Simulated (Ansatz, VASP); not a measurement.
# Cross-check of TlAgCl2 between VASP and Ansatz, part 2 of 2

Wanted: the spread between two codes on one cell, functional and k mesh. The cell is invented: As first built, before any earlier steps moved the atoms (in the runner's words): it takes the AgCl structure with some of its atoms replaced by other elements, volume scaled by an estimate. It may not be a known or stable phase. The cell is taken from a series of VASP runs on this material, whose earlier steps may have relaxed, scaled or displaced it; both programs get it as it stands.

VASP 6.6.1 and Ansatz 0.2.0.

So far: The structure; Ansatz: relaxation of cell and atoms, r2SCAN.

**3. VASP: relaxation of cell and atoms, r2SCAN**

Level of this step: r2SCAN; plane waves and PAW (Tl_d, Ag, Cl); invented cell (VASP).

The same cell, functional, mesh and smearing now go to VASP, with its own data sets and cutoff.

Lines of VASP's logs that name or quote its potential files are left out, and so is its time.

Input file INCAR:

```
SYSTEM = TlAgCl2
PREC = Accurate
ENCUT = 400
EDIFF = 1E-06
NELM = 100
ISMEAR = 0
SIGMA = 0.05
LREAL = .FALSE.
ALGO = Normal
METAGGA = R2SCAN
LASPH = .TRUE.
NBANDS = 25
LORBIT = 11
LWAVE = .FALSE.
LCHARG = .FALSE.
KPAR = 2
IBRION = 2
NSW = 60
ISIF = 3
EDIFFG = -0.01
```

Input file POSCAR:

```
TlAgCl2
1.0
    2.0877267630      1.2053496089      6.9296261584
   -2.0877267630      1.2053496089      6.9296261584
    0.0000000000     -2.4106992178      6.9296261584
Tl Ag Cl
1 1 2
Direct
    0.0000000000      0.0000000000      0.0000000000
    0.5000000000      0.5000000000      0.5000000000
    0.7657073140      0.7657073140      0.7657073140
    0.2342926860      0.2342926860      0.2342926860
```

Input file KPOINTS:

```
Automatic mesh
0
Gamma
6 6 6
0 0 0
```

Potentials, in the order of the species: Tl_d, Ag and Cl (PBE family, release 64).

Run with:

```console
> mpirun -np 2 vasp_std
```

Numbers of over 12 decimals in the logs are rounded to 6 here.

What it wrote:

```text
[banner, memory and clock lines left out]
running    2 mpi-ranks, on    1 nodes
 distrk:  each k-point on    1 cores,    2 groups
 distr:  one band on    1 cores,    1 groups

 POSCAR found type information on POSCAR TlAgCl
 POSCAR found :  3 types and       4 ions
|                                                                             |
|               ----> ADVICE to this user running VASP <----                  |
|                                                                             |
|     You enforced a specific xc type in the INCAR file but a different       |
|     [... a line on the potential file left out ...]
|     I HOPE YOU KNOW WHAT YOU ARE DOING!                                     |
|                                                                             |

 LDA part: xc-table for (None), standard interpolation
 POSCAR, INCAR and KPOINTS ok, starting setup
 FFT: planning ... GRIDC
 FFT: planning ... GRID_SOFT
 FFT: planning ... GRID
 WAVECAR not read
 entering main loop
       N       E                     dE             d eps       ncg     rms          rms(c)
DAV:   1     0.118588643710E+03    0.11859E+03   -0.16454E+04  1624   0.113E+03
DAV:   2    -0.899335671878E+02   -0.20852E+03   -0.20282E+03  1915   0.266E+02
DAV:   3    -0.100857371289E+03   -0.10924E+02   -0.10869E+02  1846   0.598E+01
DAV:   4    -0.100972121642E+03   -0.11475E+00   -0.11467E+00  1912   0.687E+00
DAV:   5    -0.100973892606E+03   -0.17710E-02   -0.17708E-02  1945   0.848E-01    0.689E+00
DAV:   6    -0.902300277513E+02    0.10744E+02   -0.68292E+00  1622   0.221E+01    0.696E+00
DAV:   7    -0.901376715448E+02    0.92356E-01   -0.46870E-01  1834   0.490E+00    0.477E+00
DAV:   8    -0.901108971339E+02    0.26774E-01   -0.18286E-01  1863   0.410E+00    0.136E+00
DAV:   9    -0.901173444122E+02   -0.64473E-02   -0.42058E-02  1942   0.122E+00    0.422E-01
DAV:  10    -0.901169256788E+02    0.41873E-03   -0.51584E-03  1725   0.638E-01    0.130E-01
DAV:  11    -0.901171964291E+02   -0.27075E-03   -0.99481E-04  1843   0.191E-01    0.563E-02
DAV:  12    -0.901172969446E+02   -0.10052E-03   -0.11822E-04  1662   0.968E-02    0.228E-02
DAV:  13    -0.901172958493E+02    0.10953E-05   -0.24992E-05  1904   0.310E-02    0.902E-03
DAV:  14    -0.901172965876E+02   -0.73830E-06   -0.56081E-06  1690   0.213E-02
   1 F= -.90117297E+02 E0= -.90117297E+02  d E =-.901173E+02
[...]
2 F= -.90117555E+02 E0= -.90117555E+02  d E =-.258388E-03
[...]
3 F= -.90118141E+02 E0= -.90118141E+02  d E =-.844295E-03
[...]
4 F= -.90118413E+02 E0= -.90118413E+02  d E =-.111611E-02
[...]
5 F= -.90118456E+02 E0= -.90118456E+02  d E =-.115944E-02
[...]
6 F= -.90118542E+02 E0= -.90118542E+02  d E =-.862355E-04
[...]
7 F= -.90118587E+02 E0= -.90118587E+02  d E =-.130839E-03
 curvature:  -1.20 expect dE=-0.239E-04 dE for cont linesearch -0.396E-07
 trial: gam= 0.10237 g(F)=  0.119E-04 g(S)=  0.799E-05 ort = 0.307E-05 (trialstep = 0.220E+01)
 search vector abs. value=  0.235E-04
 bond charge predicted
       N       E                     dE             d eps       ncg     rms          rms(c)
DAV:   1    -0.901186907511E+02   -0.10351E-03   -0.13275E-02  1600   0.702E-01    0.743E-02
DAV:   2    -0.901186481542E+02    0.42597E-04   -0.41007E-04  1822   0.137E-01    0.381E-02
DAV:   3    -0.901186250983E+02    0.23056E-04   -0.21449E-05  1831   0.370E-02    0.198E-02
DAV:   4    -0.901186197574E+02    0.53409E-05   -0.16589E-05  1712   0.301E-02    0.534E-03
DAV:   5    -0.901186200355E+02   -0.27811E-06   -0.20098E-06  1438   0.883E-03
   8 F= -.90118620E+02 E0= -.90118620E+02  d E =-.331736E-04
 trial-energy change:   -0.000033  1 .order   -0.000032   -0.000045   -0.000020
 step:   4.0715(harm=  4.0715)  dis= 0.00201  next Energy=   -90.118628 (dE=-0.412E-04)
 reached required accuracy - stopping structural energy minimisation
```

From OUTCAR (step 3):

```text
ion  position               nearest neighbor table
   1  0.000  0.000  0.000-   3 3.17   3 3.17   4 3.17   4 3.17   3 3.17   4 3.17
   2  0.500  0.500  0.500-   4 2.79   4 2.79   3 2.79   3 2.79   4 2.79   3 2.79
   3  0.766  0.766  0.766-   2 2.79   2 2.79   2 2.79   1 3.17   1 3.17   1 3.17
   4  0.234  0.234  0.234-   2 2.79   2 2.79   2 2.79   1 3.17   1 3.17   1 3.17

  LATTYP: Found a trigonal (rhomboedric) cell.
 ALAT       =     7.3369741319
 COS(alpha) =     0.8380640262

 Subroutine GETGRP returns: Found 12 space group operations
 (whereof 12 operations were pure point group operations)

The static configuration has the point symmetry D_3d.

 Found     32 irreducible k-points:

   k-points           NKPTS =     32   k-points in BZ     NKDIM =     32   number of bands    NBANDS=     25

   dimension x,y,z NGX =    48 NGY =   48 NGZ =   48
   dimension x,y,z NGXF=    96 NGYF=   96 NGZF=   96

   ENCUT  =  400.0 eV  29.40 Ry    5.42 a.u.  11.96 11.96 11.96*2*pi/ulx,y,z

   NELECT =      38.0000    total number of electrons

 k-points in reciprocal lattice and weights: Automatic mesh
   0.00000000  0.00000000  0.00000000       0.005
   0.16666667  0.00000000  0.00000000       0.028
   0.33333333  0.00000000  0.00000000       0.028
   0.50000000  0.00000000  0.00000000       0.014
   0.16666667  0.16666667  0.00000000       0.028
   0.33333333  0.16666667  0.00000000       0.056
   0.50000000  0.16666667  0.00000000       0.056
  -0.33333333  0.16666667 -0.00000000       0.056
  -0.16666667  0.16666667  0.00000000       0.028
[...]
-0.33333333  0.50000000  0.33333333       0.028
   0.50000000  0.50000000  0.50000000       0.005

 average (electrostatic) potential at core
       1 -91.5690       2 -78.7427       3 -95.2419       4 -95.2419

 E-fermi :   2.8304

 k-point     1 :       0.0000    0.0000    0.0000
  band No.  band energies     occupation
    ...
     15       0.7001      2.00000
     16       0.7001      2.00000
     17       1.2068      2.00000
     18       2.2820      2.00000
     19       2.2820      2.00000
     20       6.3053      0.00000
     21       7.1556      0.00000
     22       9.0108      0.00000
     23       9.0108      0.00000
     24      11.8968      0.00000
    ...

 k-point     2 :       0.1667    0.0000    0.0000
  band No.  band energies     occupation
    ...
     15       0.8120      2.00000
     16       0.9389      2.00000
     17       1.3845      2.00000
     18       2.1429      2.00000
     19       2.1794      2.00000
     20       6.6841      0.00000
     21       6.9160      0.00000
     22       8.6306      0.00000
     23       8.9997      0.00000
     24      11.1199      0.00000
    ...

 k-point     3 :       0.3333    0.0000    0.0000
  band No.  band energies     occupation
    ...
     15       0.7891      2.00000
     16       0.9669      2.00000
     17       1.1504      2.00000
     18       2.0748      2.00000
     19       2.3418      2.00000
     20       6.1172      0.00000
     21       7.1060      0.00000
     22       8.3365      0.00000
     23       8.7448      0.00000
     24      10.0447      0.00000
    ...

  Total        0.0026563      0.0026563      0.0164278     -0.0000000     -0.0000000      0.0000000
  in kB        0.0407025      0.0407025      0.2517226     -0.0000000     -0.0000000      0.0000000
  external PRESSURE =       0.1110425 kB  Pullay stress =       0.0000000 kB

  energy-cutoff  :      400.00
  volume of cell :      104.56
      direct lattice vectors                 reciprocal lattice vectors
     2.074306449  1.197601387  7.015068813     0.241044422  0.139167062  0.047516759
    -2.074306449  1.197601387  7.015068813    -0.241044422  0.139167062  0.047516759
     0.000000000 -2.395202774  7.015068813     0.000000000 -0.278334124  0.047516759

 POSITION                                       TOTAL-FORCE (eV/Angst)
 -----------------------------------------------------------------------------------
     -0.00000     -0.00000      0.00000        -0.000000     -0.000000      0.000000
      0.00000      0.00000     10.52260         0.000000      0.000000      0.000000
      0.00000      0.00000     16.10235         0.000000     -0.000000      0.004336
      0.00000      0.00000      4.94285        -0.000000      0.000000     -0.004336
 -----------------------------------------------------------------------------------
    total drift:                                0.000000     -0.000000     -0.000000

  FREE ENERGIE OF THE ION-ELECTRON SYSTEM (eV)
  ---------------------------------------------------
  free  energy   TOTEN  =       -90.1186200355 eV

  energy  without entropy=      -90.1186200355  energy(sigma->0) =      -90.11862004

 reached required accuracy - stopping structural energy minimisation

 total charge
# of ion       s       p       d       tot
------------------------------------------
    1        1.323   0.126   9.660  11.109
    2        0.187   0.128   9.385   9.700
    3        1.610   3.520   0.000   5.131
    4        1.610   3.520   0.000   5.131
--------------------------------------------------
tot          4.730   7.295  19.045  31.070

[... 3 further parts left out ...]
```

CONTCAR:

```
TlAgCl2
   1.00000000000000
     2.0743064491496832    1.1976013870803788    7.0150688128607364
    -2.0743064491496832    1.1976013870803788    7.0150688128607364
     0.0000000000000000   -2.3952027741607576    7.0150688128607364
  Tl              Ag              Cl
     1     1     2
Direct
     0.0000000000000000    0.0000000000000000    0.0000000000000000
     0.5000000000000000    0.5000000000000000    0.5000000000000000
     0.7651316867788992    0.7651316867788992    0.7651316867788992
     0.2348683132211007    0.2348683132211007    0.2348683132211007
```

**4. Differences**

Known differences besides the potentials themselves: VASP keeps PBE cores, Ansatz makes them for the functional; both relaxations stop at a tolerance, which leaves soft axes loose, and VASP keeps its plane-wave basis; the data sets hold 46 valence electrons in Ansatz (default PAW (the set named soft_2) files) and 38 in VASP; the cutoff is 500 eV in Ansatz and 400 eV in VASP; Ansatz adds a Pulay correction to the stress that steers its cell, VASP none. Total energies have different zeros and are not compared.

Compared:

```tsv
quantity	Ansatz	VASP	difference
volume (Å³)	105.16	104.56	+0.57 %
edge a after relaxation, in the typed setting (Å)	7.438	7.413	+0.34 %
```

The walks stopped with -0.02 GPa left in Ansatz and 0.01 GPa in VASP; each walk ends within a tolerance, so the volume difference is uncertain by about these residues over the bulk modulus, most in soft cells.

**5. What came out**

| Property | Result |
| --- | --- |
| difference in volume (relaxation of cell and atoms, r2SCAN) | 0.57 % |

What this shows: The difference in volume is 0.57 % (relaxation of cell and atoms, r2SCAN), within the 1.2 % picked in this series as the mark of a large difference, as far as the stopping tolerances let one tell. Such differences can come from data sets, numerical settings and the points named under the comparisons, not from the functional's error against experiment.

[Lines on the potential files, build, host, timing and source positions are cut from VASP's logs without a mark.]

[Logs are printed without paths, hosts, clocks, repeated set-up lines and the standing remarks that a program may print on its own settings, such as how far it seeks lower states.]

[Hosts, paths, dates, database ids (printed as entryN), source tags and the programs' standing remarks are cut or masked in the printed files.]
